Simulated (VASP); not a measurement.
Calculation: PBE GGA, VASP's PBE PAW potentials (set 64) (plane waves; VASP).

VASP input:

File KPOINTS:
```
K-points
0
Gamma
  8 8 8
0 0 0
```

INCAR:
```
# general
SYSTEM  =  MgS
PREC    =  Accurate
ENCUT   =  520   # plane-wave cut-off (eV)
LREAL   =  .FALSE.
LASPH   =  .TRUE.   # aspherical one-centre terms

# electronic loop
EDIFF   =  1E-6   # SCF stop (eV)
NELM    =  100   # most electronic steps
ALGO    =  Normal   # blocked Davidson

# smearing
ISMEAR  =  0
SIGMA   =  0.05

# functional
GGA     =  PE   # PBE

# ions
ISIF    =  2

# output
LWAVE   =  .FALSE.
LCHARG  =  .FALSE.
```

File POSCAR:
```
MgS
1
    0.0000000000     2.6000000000     2.6000000000
    2.6000000000     0.0000000000     2.6000000000
    2.6000000000     2.6000000000     0.0000000000
Mg S
1 1
Direct
  0.0000000000   0.0000000000   0.0000000000
  0.5000000000   0.5000000000   0.5000000000
```

POTCAR, in this order: Mg_pv S (PBE.64 set). Program: vasp_std.

Problem. What will the output report for the number of irreducible k-points (NKPTS), number of bands (NBANDS), largest plane-wave count, number of space-group operations, FFT grid (NGX, NGY, NGZ)?

Solution. 
```
Property                                       Value
--------------------------------------  ------------
number of irreducible k-points (NKPTS)            29
number of bands (NBANDS)                          11
largest plane-wave count                         960
number of space-group operations                  48
FFT grid (NGX, NGY, NGZ)                28 × 28 × 28
```

The compound is MgS in the rock salt structure. The cell was not relaxed at this level. The run is one of a series of settings (ENCUT = 520, POTCAR Mg_pv S (PBE.64 set) against the base run), some of them coarse on purpose.
